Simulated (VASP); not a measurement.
Output of a VASP run:

**OUTCAR**
```
 ion  position               nearest neighbor table
   1  0.667  0.333  0.500-   4 2.56   4 2.56   4 2.56   3 2.56
   2  0.333  0.667  1.000-   3 2.56   3 2.56   3 2.56   4 2.56
   3  0.667  0.333  0.877-   2 2.56   2 2.56   2 2.56   1 2.56
   4  0.333  0.667  0.377-   1 2.56   1 2.56   1 2.56   2 2.56
  LATTYP: Found a hexagonal cell.
 ALAT       =     4.1877613791
 C/A-ratio  =     1.6227365304
 Subroutine PRICEL returns:
 Original cell was already a primitive cell.
 Subroutine GETGRP returns: Found 12 space group operations
The static configuration has the point symmetry C_3v.
 The point group associated with its full space group is C_6v.
The dynamic configuration has the point symmetry C_3v.
 Subroutine INISYM returns: Found 12 space group operations
 Subroutine IBZKPT returns following result:
 Found     21 irreducible k-points:

 Following reciprocal coordinates:
            Coordinates               Weight
  0.000000  0.000000  0.000000      1.000000
  0.166667 -0.000000  0.000000      6.000000
  0.333333  0.000000  0.000000      6.000000
  0.500000 -0.000000  0.000000      3.000000
  0.166667  0.166667  0.000000      6.000000
  0.333333  0.166667  0.000000     12.000000
  0.333333  0.333333  0.000000      2.000000
  0.000000  0.000000  0.250000      2.000000
  0.166667 -0.000000  0.250000     12.000000
  0.333333  0.000000  0.250000     12.000000
  0.500000 -0.000000  0.250000      6.000000
  0.166667  0.166667  0.250000     12.000000
  0.333333  0.166667  0.250000     24.000000
  0.333333  0.333333  0.250000      4.000000
  0.000000  0.000000  0.500000      1.000000
  0.166667 -0.000000  0.500000      6.000000
  0.333333  0.000000  0.500000      6.000000
  0.500000 -0.000000  0.500000      3.000000
  0.166667  0.166667  0.500000      6.000000
  0.333333  0.166667  0.500000     12.000000
  0.333333  0.333333  0.500000      2.000000
   k-points           NKPTS =     21   k-points in BZ     NKDIM =     21   number of bands    NBANDS=     22
   number of dos      NEDOS =    301   number of ions     NIONS =      4
   total plane-waves  NPLWV =  55296
   dimension x,y,z NGX =    32 NGY =   32 NGZ =   54
   dimension x,y,z NGXF=    64 NGYF=   64 NGZF=  108
   ions per type =               2   2
   PREC   = accura    normal or accurate (medium, high low for compatibility)
   ISTART =      0    job   : 0-new  1-cont  2-samecut
   ICHARG =      2    charge: 1-file 2-atom 10-const
   ISPIN  =      1    spin polarized calculation?
   LNONCOLLINEAR =      F non collinear calculations
   LSORBIT =      F    spin-orbit coupling
   INIWAV =      1    electr: 0-lowe 1-rand  2-diag
   ENCUT  =  520.0 eV  38.22 Ry    6.18 a.u.   7.79  7.79 12.64*2*pi/ulx,y,z
   NELM   =    100;   NELMIN=  2; NELMDL= -5     # of ELM steps
   EDIFF  = 0.1E-06   stopping-criterion for ELM
   LREAL  =      F    real-space projection
   NLSPLINE    = F    spline interpolate recip. space projectors
   LMAXMIX     =    4 max onsite mixed and CHGCAR
   VOSKOWN=      0    Vosko Wilk Nusair interpolation
   EDIFFG = -.1E-01   stopping-criterion for IOM
   NSW    =     30    number of steps for IOM
   NBLOCK =      1;   KBLOCK =     30    inner block; outer block
   IBRION =      2    ionic relax: 0-MD 1-quasi-New 2-CG
   NFREE  =      1    steps in history (QN), initial steepest desc. (CG)
   ISIF   =      4    stress and relaxation
   ISYM   =      2    0-nonsym 1-usesym 2-fastsym
   TEIN   =    0.0    initial temperature
   TEBEG  =    0.0;   TEEND  =   0.0 temperature during run
   SMASS  =  -3.00    Nose mass-parameter (am)
   PSTRESS=    0.0 pullay stress
   NELECT =      36.0000    total number of electrons
   EFERMI =   0.00;   METHOD = LEGACY
   ISMEAR =     0;   SIGMA  =   0.05  broadening in eV -4-tet -1-fermi 0-gaus
   IALGO  =     38    algorithm
   LDIAG  =      T    sub-space diagonalisation (order eigenvalues)
   IMIX   =      4    mixing-type and parameters
     AMIX     =   0.40;   BMIX     =  1.00
     AMIX_MAG =   1.60;   BMIX_MAG =  1.00
...
```

### OSZICAR
```
       N       E                     dE             d eps       ncg     rms          rms(c)
DAV:   1     0.307027476018E+03    0.30703E+03   -0.17812E+04   924   0.157E+03
DAV:   2     0.295079438456E+02   -0.27752E+03   -0.27028E+03  1124   0.463E+02
DAV:   3     0.936045764646E+01   -0.20147E+02   -0.20037E+02  1216   0.111E+02
DAV:   4     0.889960739513E+01   -0.46085E+00   -0.46014E+00  1160   0.219E+01
DAV:   5     0.888371642732E+01   -0.15891E-01   -0.15887E-01  1258   0.350E+00    0.135E+01
DAV:   6     0.160369275252E+02    0.71532E+01   -0.10784E+01   948   0.459E+01    0.907E+00
DAV:   7     0.189627173692E+02    0.29258E+01   -0.18435E+00  1092   0.142E+01    0.634E+00
DAV:   8     0.153383752198E+02   -0.36243E+01   -0.88033E+00   960   0.267E+01    0.749E+00
DAV:   9     0.189673632208E+02    0.36290E+01   -0.52518E+00   924   0.218E+01    0.105E+00
DAV:  10     0.189317584359E+02   -0.35605E-01   -0.15210E-01  1080   0.260E+00    0.711E-01
DAV:  11     0.188127957116E+02   -0.11896E+00   -0.19040E-02   936   0.155E+00    0.600E-01
DAV:  12     0.189287794497E+02    0.11598E+00   -0.64416E-02   930   0.168E+00    0.622E-01
DAV:  13     0.187477812030E+02   -0.18100E+00   -0.82727E-02   930   0.288E+00    0.288E-01
DAV:  14     0.187496828198E+02    0.19016E-02   -0.46468E-03  1092   0.476E-01    0.253E-01
DAV:  15     0.187489537860E+02   -0.72903E-03   -0.98144E-05  1020   0.832E-02    0.203E-01
DAV:  16     0.187488789833E+02   -0.74803E-04   -0.69539E-06  1092   0.172E-02    0.198E-01
DAV:  17     0.187478981829E+02   -0.98080E-03   -0.27309E-03   936   0.484E-01    0.116E-01
DAV:  18     0.187456337905E+02   -0.22644E-02   -0.54810E-04   966   0.169E-01    0.115E-01
DAV:  19     0.187456386835E+02    0.48930E-05   -0.18257E-05  1152   0.340E-02    0.121E-01
DAV:  20     0.187456030203E+02   -0.35663E-04   -0.15093E-05   960   0.236E-02    0.809E-02
DAV:  21     0.187454944557E+02   -0.10856E-03   -0.56664E-05   948   0.530E-02    0.238E-02
DAV:  22     0.187454844297E+02   -0.10026E-04   -0.99282E-06  1034   0.255E-02    0.321E-02
DAV:  23     0.187454883529E+02    0.39233E-05   -0.11068E-05  1014   0.257E-02    0.154E-02
DAV:  24     0.187454873423E+02   -0.10106E-05   -0.12394E-05   984   0.192E-02    0.608E-03
DAV:  25     0.187454870533E+02   -0.28903E-06   -0.56868E-07  1092   0.687E-03    0.555E-03
DAV:  26     0.187454877484E+02    0.69513E-06   -0.15787E-07   726   0.282E-03    0.138E-03
DAV:  27     0.187454876131E+02   -0.13533E-06   -0.10867E-07   700   0.204E-03    0.662E-04
DAV:  28     0.187454874555E+02   -0.15761E-06   -0.26410E-08   534   0.151E-03    0.791E-04
DAV:  29     0.187454874324E+02   -0.23081E-07   -0.15260E-08   492   0.970E-04
   1 F= 0.18745487E+02 E0= 0.18745487E+02  d E =0.187455E+02
```

File OUTCAR:
```
------------------------ aborting loop because EDIFF is reached ----------------------------------------
  FORCE on cell =-STRESS in cart. coord.  units (eV):
  Direction    XX          YY          ZZ          XY          YZ          ZX
  --------------------------------------------------------------------------------------
  Total        0.0105412      0.0105412     -0.0218973      0.0000000      0.0000000      0.0000000
  in kB        0.1636348      0.1636348     -0.3399194      0.0000000      0.0000000      0.0000000
  external PRESSURE =      -0.0042166 kB  Pullay stress =       0.0000000 kB
  volume of cell :      103.21
      direct lattice vectors                 reciprocal lattice vectors
     2.093880766 -3.626707695  0.000000000     0.238791056 -0.137866087  0.000000000
     2.093880766  3.626707695  0.000000000     0.238791056  0.137866087  0.000000000
     0.000000000  0.000000000  6.795633371     0.000000000  0.000000000  0.147153318
  FREE ENERGIE OF THE ION-ELECTRON SYSTEM (eV)
  ---------------------------------------------------
  free  energy   TOTEN  =        18.7454874324 eV

  energy  without entropy=       18.7454874324  energy(sigma->0) =       18.74548743

 reached required accuracy - stopping structural energy minimisation
```
(Selected blocks of OUTCAR.)

File POSCAR:
```
CdS
1
    2.0938807665    -3.6267076949     0.0000000000
    2.0938807665     3.6267076949     0.0000000000
    0.0000000000     0.0000000000     6.7956333705
Cd S
2 2
Direct
  0.6666670000   0.3333330000   0.4999445523
  0.3333330000   0.6666670000   0.9999445523
  0.6666670000   0.3333330000   0.8770554477
  0.3333330000   0.6666670000   0.3770554477
```

Task: Reconstruct the remaining input files.

Result: Several could match; the one computed here: the input of the run itself, revTPSS meta-GGA, plane waves, VASP's PBE PAW potentials (set 64).

### INCAR
```
ALGO  =  Normal
EDIFF  =  1E-7
EDIFFG  =  -0.01
ENCUT  =  520
IBRION  =  2
ISIF  =  4
ISMEAR  =  0
LASPH  =  .True.
LCHARG  =  .False.
LMAXMIX  =  4
LMIXTAU  =  .True.
LREAL  =  .False.
LWAVE  =  .False.
METAGGA  =  RTPSS
NELM  =  100
NSW  =  30
PREC  =  Accurate
SIGMA  =  0.05
SYSTEM  =  CdS
```

File KPOINTS:
```
kpoints
0
Gamma
  6 6 4
0 0 0
```

POTCAR, in this order: Cd S (PBE.64 set). Program: vasp_std.

The compound is CdS in the wurtzite structure. It was relaxed first.
